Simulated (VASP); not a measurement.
The system is ZrB.

```
Zr B
1.0
     0.00000    2.32500    2.32500
     2.32500    0.00000    2.32500
     2.32500    2.32500    0.00000
Zr B
1 1
Cartesian
  0.0000 0.0000 0.0000
  2.3250 2.3250 2.3250
```

| Property | Result |
| --- | --- |
| Program | VASP 6.6.1 |
| Task | relaxation of cell and atoms |
| Functional | PBE |
| Potentials or basis | VASP PAW PBE potentials, release 64 (Zr_sv, B) |
| Cutoff | 600 eV |
| k mesh | 6 × 6 × 6 |
| Occupations | gaussian, width 0.1 eV |
| Spin | no spin polarisation |

At the start: pressure 35.0 GPa; volume 12.57 Å³/atom.

Q: How do energy, volume and symmetry change on relaxing?

A: Over 4 steps the energy falls by 210.1 meV/atom and the volume is 14.78 Å³/atom (+17.6 %); space group Fm-3m (No. 225, to 0.05 Å).

The path:
```
step  energy change (eV)  largest force (eV/Å)  pressure (GPa)  volume (Å³)
   1              0.0000                0.0000           35.02        25.14
   2              0.1566                0.0000          -22.17        36.51
   3             -0.4193                0.0000           -1.18        29.74
   4             -0.4201                0.0000           -0.19        29.55
```

Final structure:
```yaml
crystal:
  lattice:
    - [0.00000, 2.45390, 2.45390]
    - [2.45390, 0.00000, 2.45390]
    - [2.45390, 2.45390, 0.00000]
  atoms:
    - { symbol: Zr, position: [0.00000, 0.00000, 0.00000] }
    - { symbol: B, position: [0.50000, 0.50000, 0.50000] }
```

Caveat: the k mesh is coarse (spacing up to 0.39 Å⁻¹), so the values aren't converged; the volume moved by over 15 % at a fixed basis, so the end points are rough; the volume moved by +18 % from the deposited cell, more than functionals usually miss.
